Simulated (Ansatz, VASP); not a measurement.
## LaSi3Ir in two plane-wave programs

One calculation is typed for both programs; each brings its own data sets. How far apart do they land? Of the first pair: The cell is a member of a volume series, scaled by 0.94 from a relaxed one, so a pressure remains. Valence electrons are named where the data sets of a main pair hold unlike numbers.

Calculated with Ansatz 0.2.0; plane waves, with VASP 6.6.1 beside it; single point at r2SCAN.

### Step 1. Set-up

The structure is tetragonal, space group I4mm (No. 107). The conventional cell has a = 4.197 Å, b = 4.197 Å, c = 9.677 Å, α = 90.00°, β = 90.00°, γ = 90.00°. Nearest to La lie 12 Si at 3.08 to 3.30 Å and 5 Ir at 3.33 to 3.34 Å. Nearest to Si lie 2 Ir at 2.35 Å and 6 Si at 2.56 to 2.97 Å and 4 La at 3.11 to 3.30 Å. Nearest to Si lie 1 Ir at 2.33 Å and 4 Si at 2.56 Å and 4 La at 3.08 Å. Nearest to Ir lie 5 Si at 2.33 to 2.35 Å and 5 La at 3.33 to 3.34 Å. Farther neighbours are not listed.

Coordinates:

```
La Si Ir
1.0
    -2.09848    2.09848    4.83844
     2.09848   -2.09848    4.83844
     2.09848    2.09848   -4.83844
La Si Ir
1 3 1
Direct
  0.99875 0.99875 0.00000
  0.76204 0.26204 0.50000
  0.26204 0.76204 0.50000
  0.41280 0.41280 0.00000
  0.65386 0.65386 0.00000
```

### Step 2. VASP: single point, r2SCAN, volume scaled by 0.94

A single point gives forces, pressure and levels at one fixed geometry, so differences don't come from the geometry; what else differs is listed under the comparison.

Lines of VASP's logs that name or quote its potential files are left out, and so is its time.

The input, INCAR:

```
SYSTEM = LaSi3Ir
PREC = Accurate
ENCUT = 400
EDIFF = 1E-06
NELM = 100
ISMEAR = 0
SIGMA = 0.05
LREAL = .FALSE.
ALGO = Normal
METAGGA = R2SCAN
LASPH = .TRUE.
NBANDS = 22
LORBIT = 11
LWAVE = .FALSE.
LCHARG = .FALSE.
KPAR = 4
ISIF = 2
```

The input, POSCAR:

```
LaSi3Ir
1.0
   -2.0984835572      2.0984835572      4.8384378986
    2.0984835572     -2.0984835572      4.8384378986
    2.0984835572      2.0984835572     -4.8384378986
La Si Ir
1 3 1
Direct
    0.9987465008      0.9987465008      0.0000000000
    0.7620449503      0.2620449503      0.5000000000
    0.2620449503      0.7620449503      0.5000000000
    0.4128039987      0.4128039987      0.0000000000
    0.6538596000      0.6538596000      0.0000000000
```

The input, KPOINTS:

```
Automatic mesh
0
Gamma
6 6 6
0 0 0
```

PAW data sets: La, Si and Ir (PBE family, release 64).

Started as:

```bash
> mpirun -np 4 vasp_std
```

Numbers of over 12 decimals in the logs are rounded to 6 here.

Output:

```text
[banner, memory and clock lines left out]
running    4 mpi-ranks, on    1 nodes
 distrk:  each k-point on    1 cores,    4 groups
 distr:  one band on    1 cores,    1 groups

 POSCAR found type information on POSCAR LaSiIr
 POSCAR found :  3 types and       5 ions
|                                                                             |
|               ----> ADVICE to this user running VASP <----                  |
|                                                                             |
|     You enforced a specific xc type in the INCAR file but a different       |
|     [... a line on the potential file left out ...]
|     I HOPE YOU KNOW WHAT YOU ARE DOING!                                     |
|                                                                             |

 LDA part: xc-table for (None), standard interpolation
 POSCAR, INCAR and KPOINTS ok, starting setup
 FFT: planning ... GRIDC
 FFT: planning ... GRID_SOFT
 FFT: planning ... GRID
 WAVECAR not read
 entering main loop
       N       E                     dE             d eps       ncg     rms          rms(c)
DAV:   1     0.145252025145E+03    0.14525E+03   -0.10744E+04  1320   0.155E+03
DAV:   2    -0.699166904002E+02   -0.21517E+03   -0.19246E+03  1528   0.299E+02
DAV:   3    -0.117189878681E+03   -0.47273E+02   -0.44869E+02  1950   0.125E+02
DAV:   4    -0.120211797981E+03   -0.30219E+01   -0.28637E+01  2416   0.368E+01
DAV:   5    -0.120359433920E+03   -0.14764E+00   -0.14289E+00  2082   0.744E+00    0.189E+01
DAV:   6    -0.113180645364E+03    0.71788E+01   -0.13740E+01  2248   0.311E+01    0.612E+00
DAV:   7    -0.112763466078E+03    0.41718E+00   -0.41673E+00  2208   0.206E+01    0.563E+00
DAV:   8    -0.112785328988E+03   -0.21863E-01   -0.51919E-01  2312   0.521E+00    0.150E+00
DAV:   9    -0.112765309397E+03    0.20020E-01   -0.22083E-01  2280   0.458E+00    0.763E-01
DAV:  10    -0.112766876049E+03   -0.15667E-02   -0.21056E-02  2056   0.119E+00    0.189E-01
DAV:  11    -0.112766840627E+03    0.35422E-04   -0.39609E-03  2290   0.482E-01    0.109E-01
DAV:  12    -0.112767013971E+03   -0.17334E-03   -0.66023E-04  2224   0.178E-01    0.300E-02
DAV:  13    -0.112778749114E+03   -0.11735E-01   -0.11107E-01  1824   0.252E+00    0.310E-01
DAV:  14    -0.112766091877E+03    0.12657E-01   -0.95831E-02  1976   0.255E+00    0.792E-02
DAV:  15    -0.112766960913E+03   -0.86904E-03   -0.80820E-03  2326   0.415E-01    0.343E-02
DAV:  16    -0.112767016760E+03   -0.55847E-04   -0.43786E-04  2010   0.135E-01    0.252E-02
DAV:  17    -0.112767016391E+03    0.36925E-06   -0.37254E-05  2304   0.387E-02    0.237E-02
DAV:  18    -0.112767015185E+03    0.12061E-05   -0.41461E-06  1816   0.176E-02    0.219E-02
DAV:  19    -0.112767013971E+03    0.12137E-05   -0.61966E-07  1260   0.861E-03    0.230E-02
DAV:  20    -0.112767013218E+03    0.75334E-06   -0.27570E-07  1128   0.636E-03
   1 F= -.11276701E+03 E0= -.11276568E+03  d E =-.266261E-02
```

From OUTCAR (step 2):

```text
ion  position               nearest neighbor table
   1  0.999  0.999  0.000-   4 3.08   4 3.08   4 3.08   4 3.08   2 3.11   3 3.11   3 3.11   2 3.11
                             2 3.30   2 3.30   3 3.30   3 3.30   5 3.33   5 3.33   5 3.33   5 3.33
   2  0.762  0.262  0.500-   5 2.35   5 2.35   4 2.56   4 2.56   3 2.97   3 2.97   3 2.97   3 2.97
                             1 3.11   1 3.11   1 3.30   1 3.30
   3  0.262  0.762  0.500-   5 2.35   5 2.35   4 2.56   4 2.56   2 2.97   2 2.97   2 2.97   2 2.97
                             1 3.11   1 3.11   1 3.30   1 3.30
   4  0.413  0.413  0.000-   5 2.33   3 2.56   2 2.56   3 2.56   2 2.56   1 3.08   1 3.08   1 3.08
                             1 3.08
   5  0.654  0.654  0.000-   4 2.33   2 2.35   3 2.35   2 2.35   3 2.35   1 3.33   1 3.33   1 3.33
                             1 3.33   1 3.34

  LATTYP: Found a body centered tetragonal cell.
 ALAT       =     4.1969671144
 C/A-ratio  =     2.3056830167

 Subroutine GETGRP returns: Found  8 space group operations
 (whereof  8 operations were pure point group operations)

The static configuration has the point symmetry C_4v.

 Found     30 irreducible k-points:

   k-points           NKPTS =     30   k-points in BZ     NKDIM =     30   number of bands    NBANDS=     22

   dimension x,y,z NGX =    40 NGY =   40 NGZ =   40
   dimension x,y,z NGXF=    80 NGYF=   80 NGZF=   80

   ENCUT  =  400.0 eV  29.40 Ry    5.42 a.u.   9.26  9.26  9.26*2*pi/ulx,y,z

   NELECT =      32.0000    total number of electrons

 k-points in reciprocal lattice and weights: Automatic mesh
   0.00000000  0.00000000  0.00000000       0.005
   0.16666667 -0.00000000  0.00000000       0.037
   0.33333333  0.00000000 -0.00000000       0.037
   0.50000000  0.00000000 -0.00000000       0.019
   0.16666667  0.16666667  0.00000000       0.037
   0.33333333  0.16666667 -0.00000000       0.074
   0.50000000  0.16666667  0.00000000       0.074
  -0.33333333  0.16666667 -0.00000000       0.074
  -0.16666667  0.16666667  0.00000000       0.019
[...]
-0.33333333 -0.33333333  0.33333333       0.009
   0.50000000  0.50000000  0.50000000       0.005

 average (electrostatic) potential at core
       1 -98.9801       2 -82.3636       3 -82.3636       4 -82.0143       5 -53.2104

 E-fermi :  10.3543

 k-point     1 :       0.0000    0.0000    0.0000
  band No.  band energies     occupation
    ...
     13       7.2298      2.00000
     14       8.4075      2.00000
     15       8.4075      2.00000
     16      10.3321      1.47075
     17      10.3321      1.47074
     18      11.7041      0.00000
     19      12.6346      0.00000
     20      12.8568      0.00000
     21      13.0958      0.00000
     22      13.0958      0.00000

 k-point     2 :       0.1667   -0.0000    0.0000
  band No.  band energies     occupation
    ...
     13       7.3149      2.00000
     14       8.4597      2.00000
     15       8.6216      2.00000
     16       9.5554      2.00000
     17       9.7921      2.00000
     18      11.7442      0.00000
     19      12.7400      0.00000
     20      12.9833      0.00000
     21      13.1050      0.00000
     22      13.1598      0.00000

 k-point     3 :       0.3333    0.0000   -0.0000
  band No.  band energies     occupation
    ...
     13       7.5096      2.00000
     14       8.0670      2.00000
     15       8.6388      2.00000
     16       9.3163      2.00000
     17       9.8882      2.00000
     18      11.9654      0.00000
     19      12.7560      0.00000
     20      13.0921      0.00000
     21      13.2032      0.00000
     22      13.2781      0.00000

  Total        5.0957700      5.0957700      5.6113988      0.0000000     -0.0000000      0.0000000
  in kB       95.7952772     95.7952772    105.4885715      0.0000000     -0.0000000      0.0000000
  external PRESSURE =      99.0263753 kB  Pullay stress =       0.0000000 kB

  energy-cutoff  :      400.00
  volume of cell :       85.23
      direct lattice vectors                 reciprocal lattice vectors
    -2.098483557  2.098483557  4.838437899     0.000000000  0.238267295  0.103339138
     2.098483557 -2.098483557  4.838437899     0.238267295  0.000000000  0.103339138
     2.098483557  2.098483557 -4.838437899     0.238267295  0.238267295  0.000000000

 POSITION                                       TOTAL-FORCE (eV/Angst)
 -----------------------------------------------------------------------------------
      0.00000      0.00000      9.66475        -0.000000     -0.000000      0.097850
      0.00000      2.09848      2.53578        -0.000000      0.000000      0.285691
      2.09848      0.00000      2.53578         0.000000     -0.000000      0.285691
      0.00000      0.00000      3.99465         0.000000      0.000000     -0.328726
      0.00000      0.00000      6.32732         0.000000      0.000000     -0.340505
 -----------------------------------------------------------------------------------
    total drift:                               -0.000016     -0.000016     -0.006091

  FREE ENERGIE OF THE ION-ELECTRON SYSTEM (eV)
  ---------------------------------------------------
  free  energy   TOTEN  =      -112.7670132176 eV

  energy  without entropy=     -112.7643506117  energy(sigma->0) =     -112.76568191

 total charge
# of ion       s       p       d       f       tot
--------------------------------------------------
    1        1.991   5.684   0.784   0.178   8.637
    2        0.763   0.887   0.000   0.000   1.650
    3        0.763   0.887   0.000   0.000   1.650
    4        0.766   0.928   0.000   0.000   1.693
    5        0.761   0.868   7.314   0.000   8.942
--------------------------------------------------
tot          5.043   9.254   8.098   0.178  22.573

[... 3 further parts left out ...]
```

The k-mesh is coarse for a metal. The scan keeps the cell's shape and the fractional positions fixed.

### Step 3. Ansatz: single point, r2SCAN, volume scaled by 0.94

Ansatz runs on its default PAW (the set named soft_2) files.

The same cell, functional, mesh and smearing now go to Ansatz, which takes its cutoff from its data sets.

The input, input.yaml:

```yaml
crystal:
  lattice:
    - [-2.0984835572, 2.0984835572, 4.8384378986]
    - [2.0984835572, -2.0984835572, 4.8384378986]
    - [2.0984835572, 2.0984835572, -4.8384378986]
  atoms:
    - { symbol: La, position: [0.9987465008, 0.9987465008, 0.0] }
    - { symbol: Si, position: [0.7620449503, 0.2620449503, 0.5] }
    - { symbol: Si, position: [0.2620449503, 0.7620449503, 0.5] }
    - { symbol: Si, position: [0.4128039987, 0.4128039987, 0.0] }
    - { symbol: Ir, position: [0.6538596, 0.6538596, 0.0] }
hamiltonian:
  xc: r2scan
  pseudopotentials: { kind: paw }
kpoints:
  mp_grid: { grid: [6, 6, 6] }
scf:
  occupations: { method: gaussian, width: 0.05 }
  n_extra_bands: 5
output:
  forces: true
  stress: true
  eigenvalues: true
```

Started as:

```bash
> ansatz run input.yaml --threads 2 --pin off --max-ram 4608MiB --backend cpu --events-out ev --progress --plain --runs-dir out
```

Output:

```text
scf.n_extra_bands = 5 over 20 filled bands (N_el = 40.0): the run solves 25 bands
Engine: ansatz 0.2.0, aarch64-unknown-linux-gnu
Pseudopotentials: kind: paw
Pseudopotential: La, paw, valence charge 11, recommended cutoff 500 eV (meta_gga), La.paw.azcp
Pseudopotential: Si, paw, valence charge 4, recommended cutoff 500 eV (meta_gga), Si.paw.azcp
Pseudopotential: Ir, paw, valence charge 17, recommended cutoff 500 eV (meta_gga), Ir.paw.azcp
Functional definition: r2SCAN
  parameter k0 = 0.174
  parameter k1 = 0.065
  parameter a1 = 4.9479
  exchange = r2scan_x(k0 = k0, k1 = k1, a1 = a1)
  correlation = r2scan_c
Crystal: 5 atoms, lattice volume = 85.227 Å³
Basis set: ecut = 500 eV, 2153 PW (Γ), exchange–correlation on 180×180×180 points (64 copies of the dense FFT grid, shifted against one another)
Bands: 25, of which v1, the nominal top of the filled ones, is band 20 counted from 1 (19 counted from 0)
Symmetry: 8 space group operations
Space group: I4mm (ITA 107), of the structure as read, at distance tolerance 4.4e-5 Å
k-points: 30 of 216 (time reversal used)
Non-local potential: La, projectors of the file, l = 0: 3, l = 1: 2, l = 2: 2, l = 3: 3
Non-local potential: Si, projectors of the file, l = 0: 2, l = 1: 2, l = 2: 2
Non-local potential: Ir, projectors of the file, l = 0: 3, l = 1: 2, l = 2: 2, l = 3: 1
PAW form: soft (Blöchl's): semilocal exchange-correlation on the pseudo side does not see the compensation charge
PAW frozen core: La, regenerated for the run's functional (the file was generated under x = pbe(κ = 0.804, μ = 0.219515), c = pbe(β = 0.066725))
PAW frozen core: Si, regenerated for the run's functional (the file was generated under x = pbe(κ = 0.804, μ = 0.219515), c = pbe(β = 0.066725))
PAW frozen core: Ir, regenerated for the run's functional (the file was generated under x = pbe(κ = 0.804, μ = 0.219515), c = pbe(β = 0.066725))
PAW one-centre angular grid: La, 974 points (default); XC on 160 Gauss nodes
PAW one-centre angular grid: Si, 302 points (default); XC on 160 Gauss nodes
PAW one-centre angular grid: Ir, 590 points (default); XC on 160 Gauss nodes
Initial density: superposition of atomic densities (neutral atoms: chi_scale 0, normalization atom), corrected by the library's trained network
Initial wavefunctions: pseudopotential atomic-orbital guess
Functional: x = r2scan, c = r2scan; τ floored in thin density (d = 2e-4 eV/Å³)
SCF iter   1: F=—  HF=-20134.824245 eV  |F-HF|=—  |Δ(HF+E_count)|=         —  Δρ=1.38e-2  dr2=3.32e-1  dr2_τ=1.31e-1  ethr=1.77e-3  ⟨swp⟩=5.9  Hψ=3616  notcnv=0
preconditioner: auto → Kerker (q_TF=auto, 2.405 Å⁻¹)  [metal: Δε(μ)=0.008 eV  Ē_g=9.600 eV  σ=0.050 eV  W_gap=0.09  n_scr=14 (ndim 8)  ℏωp=22.0 eV  f_vac=0.000  D(μ)=2.39/eV (n_scr^D=14)]
SCF iter   2: F=—  HF=-20134.902498 eV  |F-HF|=—  |Δ(HF+E_count)|=   7.83e-2  Δρ=5.20e-3  dr2=2.52e-2  dr2_τ=1.56e-2  ethr=8.30e-4  ⟨swp⟩=3.0  Hψ=1435  notcnv=0  defer=22
SCF iter   3: F=—  HF=-20134.904084 eV  |F-HF|=—  |Δ(HF+E_count)|=   1.59e-3  Δρ=2.84e-3  dr2=9.08e-3  dr2_τ=3.14e-4  ethr=6.30e-5  ⟨swp⟩=2.9  Hψ=1045  notcnv=0  defer=22
SCF iter   4: F=—  HF=-20134.904020 eV  |F-HF|=—  |Δ(HF+E_count)|=   6.48e-5  Δρ=5.67e-4  dr2=2.78e-4  dr2_τ=1.70e-5  ethr=2.27e-5  ⟨swp⟩=3.0  Hψ=1370  notcnv=0  defer=22
SCF iter   5: F=—  HF=-20134.904102 eV  |F-HF|=—  |Δ(HF+E_count)|=   8.21e-5  Δρ=1.47e-4  dr2=3.69e-5  dr2_τ=1.37e-6  ethr=6.96e-7  ⟨swp⟩=2.0  Hψ=1330  notcnv=0  defer=22
SCF iter   6: F=—  HF=-20134.904161 eV  |F-HF|=—  |Δ(HF+E_count)|=   5.95e-5  Δρ=4.79e-5  dr2=3.55e-6  dr2_τ=2.60e-7  ethr=9.22e-8  ⟨swp⟩=2.0  Hψ=1207  notcnv=0  defer=21
SCF iter   7: F=—  HF=-20134.904161 eV  |F-HF|=—  |Δ(HF+E_count)|=   2.20e-7  Δρ=1.30e-5  dr2=3.08e-7  dr2_τ=6.24e-9  ethr=8.88e-9  ⟨swp⟩=2.9  Hψ=1211  notcnv=0  defer=21
SCF iter   8: F=-20134.904161 eV  HF=-20134.904161 eV  |F-HF|=7.07e-9  |Δ(HF+E_count)|=   2.51e-8  Δρ=2.86e-6  dr2=1.82e-8  dr2_τ=2.20e-10  ethr=2.50e-10  ⟨swp⟩=9.5  Hψ=3576  notcnv=0
SCF 1 converged in 8 iterations: F = -20134.904161 eV  dr2 = 1.82e-8
  greatest PAW one-centre occupation: 1.001 electrons in one spin orbital (limit 2), on the Ir atom at site 4 (counted from 0), in its partial waves of l = 1
SCF converged after 8 iterations
Free energy (F): -20134.904161 eV
Harris-Foulkes:  -20134.904161 eV  (|F-HF|=7.07e-9)
Internal energy: -20134.901503 eV  (E = F + TS)
E sigma→0 (E₀):  -20134.902832 eV
Entropy (-TS):   -0.002658 eV (-0.532 meV/atom)
Fermi energy:    14.568514 eV
--- Per-component energies (eV) ---
  E_band       = -199.530872
  E_kinetic    = 951.019660
  E_local      = -2425.576977  (includes V_loc(G=0)·N_el)
  E_nonlocal   = 242.092953
  E_hartree    = 981.547629
  E_xc         = -549.762860
  E_vxc        = -655.086484  (∫ρ·V_xc dr)
  E_paw        = -16246.436730  (= ΣΔE_a)
  E_vpaw       = -310.865985  (= ΣTr[D̂ρ^β])
  E_aug_tail   = 0.000016  (compensation charges beyond the density's cutoff)
  E_vtau       = 35.791306  (kinetic-family band-sum trace: ∫τ·v_τ [+ j·A + Jᵃ·Aᵃ] dr)
  E_ewald      = -3087.307515
  E_core_change = -0.477680  (= ΣΔE_core)
  E_smearing   = -0.002658  (= −TS)
  E_closure    = 0.000000  (closes the sum)
  Σ components = -20134.904161   (vs F -20134.904161, Δ=0.00e0)
--- Forces (eV/Å), atoms counted from 1 ---
  atom   1  La     0.00000000     0.00000000     0.10619331
  atom   2  Si     0.00000000     0.00000000     0.24078861
  atom   3  Si    -0.00000000     0.00000000     0.24078861
  atom   4  Si    -0.00000000    -0.00000000    -0.29482979
  atom   5  Ir    -0.00000000    -0.00000000    -0.29294535
  max |Σ_I F_I| component: 4.62e-6 eV/Å
--- Stress (GPa, compression-positive) ---
        9.433607       0.000000      -0.000000
        0.000000       9.433607      -0.000000
       -0.000000      -0.000000      10.377657
  P = ⅓ Tr σ = 9.7483 GPa (97.483 kbar)
--- Band table (eV; the first three rows and the last of 30) ---
  k-point 0: bands = [... 16 lower, 11.4457, 12.6151, 12.6151, 14.5482, 14.5482, 15.9224, 16.8359, 17.0331, ... 1 higher]
  k-point 1: bands = [... 16 lower, 11.6132, 12.4796, 12.9176, 13.3478, 14.3435, 16.1936, 17.0901, 17.1587, ... 1 higher]
  k-point 2: bands = [... 16 lower, 11.9007, 12.2798, 12.3712, 12.6781, 16.3977, 16.7946, 16.9944, 17.1383, ... 1 higher]
  k-point 29: bands = [... 16 lower, 11.6747, 11.9859, 14.1638, 15.2210, 15.2210, 16.2169, 16.3632, 16.6954, ... 1 higher]
```

It took 16 s on 2 threads of Arm Neoverse N1, shared host; peak memory 0.73 GiB.

The run ends at a pressure of 9.75 GPa, with forces up to 0.29 eV/Å.

### Step 4. Differences

Known differences besides the potentials themselves: VASP keeps PBE cores, Ansatz makes them for the functional; the data sets hold 40 valence electrons in Ansatz (on its default PAW (the set named soft_2) files) and 32 in VASP; the cutoff is 500 eV in Ansatz and 400 eV in VASP. Total energies have different zeros and are not compared.

The two programs side by side:

| quantity | Ansatz | VASP | difference |
| --- | --- | --- | --- |
| pressure (GPa) | 9.75 | 9.90 | -0.15 |

Forces (eV/Å; atoms numbered as in POSCAR):

| atom | Ansatz x, y, z | VASP x, y, z |
| --- | --- | --- |
| La1 | 0.000, 0.000, 0.106 | 0.000, 0.000, 0.098 |
| Si2 | 0.000, 0.000, 0.241 | 0.000, 0.000, 0.286 |
| Si3 | 0.000, 0.000, 0.241 | 0.000, 0.000, 0.286 |
| Si4 | 0.000, 0.000, -0.295 | 0.000, 0.000, -0.329 |
| Ir5 | 0.000, 0.000, -0.293 | 0.000, 0.000, -0.341 |

The forces differ by 22 meV/Å r.m.s., which is 13.8 % of the r.m.s. force of 0.163 eV/Å (both taken over all components). VASP's last cycles still show a density residual of 2e-03, so its state may not be settled. Ansatz's pressure holds a Pulay correction of 0.04 GPa; VASP's holds none.

### Step 5. What the set-up changes

Further runs change the set-up of one program: Ansatz's method, potentials or start, or VASP's data sets, cutoff or form of LDA. The table gives Ansatz less VASP for each quantity, since a change that brings one quantity closer may part another.

| run | r.m.s. force difference (meV/Å) | pressure (GPa) |
| --- | --- | --- |
| as above | 22 | -0.15 |
| cores kept as stored | 24 | -0.31 |
| Ansatz's larger PAW set (cutoff 820 eV) | 21 | -0.068 |

(Part 1 of 2 ends here.)

[Lines on the potential files, build, host, timing and source positions are cut from VASP's logs without a mark.]

[Logs are printed without paths, hosts, clocks, repeated set-up lines and the standing remarks that a program may print on its own settings, such as how far it seeks lower states.]

[Hosts, paths, dates, database ids (printed as entryN), source tags and the programs' standing remarks are cut or masked in the printed files.]
